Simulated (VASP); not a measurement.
Crystal: Re.

```
Re
1.0
     2.76080    0.00000    0.00000
    -1.38040    2.39092    0.00000
     0.00000    0.00000    4.45820
Re
2
Direct
  0.33333 0.66667 0.25000
  0.66667 0.33333 0.75000
```

| Item | Value |
| --- | --- |
| Program | VASP 6.6.1 |
| Task | relaxation of cell and atoms |
| Functional | PBE |
| Potentials or basis | VASP PAW PBE potentials, release 64 (Re) |
| Cutoff | 300 eV |
| k mesh | 8 × 8 × 4 |
| Occupations | methfessel-paxton, width 0.1 eV |
| Spin | no spin polarisation |

At the start: pressure 4.2 GPa; volume 14.71 Å³/atom.

Problem. How do energy, volume and symmetry change on relaxing?

Solution. Over 10 steps the energy falls by 3.0 meV/atom and the volume is 14.87 Å³/atom (+1.1 %); space group P6_3/mmc (No. 194, to 0.05 Å).

Step by step:
```tsv
step	energy change (eV)	largest force (eV/Å)	pressure (GPa)	volume (Å³)
1	0.0000	0.0000	4.22	29.43
2	0.0646	0.0000	-15.16	31.11
3	-0.0056	0.0000	-0.55	29.79
4	-0.0056	0.0000	-0.48	29.78
5	-0.0056	0.0000	-0.36	29.77
6	-0.0053	0.0000	0.83	29.69
7	-0.0060	0.0000	0.16	29.74
8	-0.0060	0.0000	0.16	29.74
9	-0.0059	0.0000	-0.38	29.78
10	-0.0060	0.0000	0.01	29.75
```

Final structure:
```xyz
2
Lattice="2.7642 0.0000 0.0000 -1.3821 2.3939 0.0000 0.0000 0.0000 4.4954" Properties=species:S:1:pos:R:3 pbc="T T T"
Re    0.0000    1.5959    1.1239
Re    1.3821    0.7980    3.3716
```
